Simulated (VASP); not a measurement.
Here is the system:

```
CELL_PARAMETERS angstrom
      2.35783     1.36129     4.29076
     -2.35783     1.36129     4.29076
      0.00000    -2.72259     4.29076
ATOMIC_POSITIONS crystal
  Al 0.14584 0.14659 0.14925
  Al 0.85049 0.84831 0.85303
  Al 0.35592 0.34773 0.34371
  Al 0.64925 0.65502 0.64434
  O  0.94851 0.55357 0.25048
  O  0.05396 0.44256 0.75840
  O  0.25432 0.94099 0.56190
  O  0.74740 0.06026 0.43939
  O  0.55343 0.24877 0.94627
  O  0.44087 0.75620 0.05321
```

Computed with PBE GGA, VASP's PBE PAW potentials (set 64) (plane waves; VASP 6.6.1). Settings: 400 eV cut-off, 5×5×5 Γ-centred mesh shifted by (0.5, 0.5, 0.5), Gaussian smearing of 0.010 eV, potentials Al O.

**Question.** The ions are relaxed. Predict the relaxed structure.

**Answer.** 
```
CELL_PARAMETERS angstrom
      2.35783     1.36129     4.29076
     -2.35783     1.36129     4.29076
      0.00000    -2.72259     4.29076
ATOMIC_POSITIONS crystal
  Al 0.14804 0.14802 0.14799
  Al 0.85198 0.85198 0.85199
  Al 0.35194 0.35195 0.35194
  Al 0.64804 0.64804 0.64806
  O  0.94307 0.55689 0.25002
  O  0.05691 0.44314 0.74999
  O  0.25001 0.94316 0.55688
  O  0.75002 0.05681 0.44312
  O  0.55685 0.25003 0.94311
  O  0.44315 0.74998 0.05689
```
Space group R-3c (167), at a tolerance of 0.03 Å.

**Question.** How much energy does the relaxation gain?

**Answer.** The energy (σ→0) changes by -9.8 meV/atom, in 10 ionic steps.

The structure comes from a computed database's Al2O3 entry; how it stands against other phases isn't given here. In the starting cell atoms are displaced from their ideal sites. This run relaxes the ions in a fixed cell. The run is one of a series of settings (EDIFFG = -0.005, IBRION = 2, NSW = 50 against the base run), some of them coarse on purpose.
